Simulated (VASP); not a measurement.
Ge (relaxed from the layer:A7 structure): computed properties

The numbers are results of r2SCAN meta-GGA, VASP's PBE PAW potentials (set 64) (plane waves; VASP), not measurements.

For Ge, the space group is P-3m1 (164) and the cell comes out as a = 3.9849 Å, b = 3.9849 Å, c = 13.9372 Å, α = 90.00°, β = 90.00°, γ = 120.00°. The band gap (over mesh and band path) is none (metal, semimetal or under 0.01 eV).

```
Ge
1.0
    3.98494     0.00000     0.00000
   -1.99247     3.45106     0.00000
    0.00000     0.00000    13.93717
Ge
2
Direct
  0.66667   0.33333   0.52276
  0.33333   0.66667   0.47724
```

The cell holds vacuum, so volume and density refer to the whole cell. The cell holds a wide vacuum, so values per volume refer to the whole cell.

The cell is a sheet with vacuum, built from a generated structure.
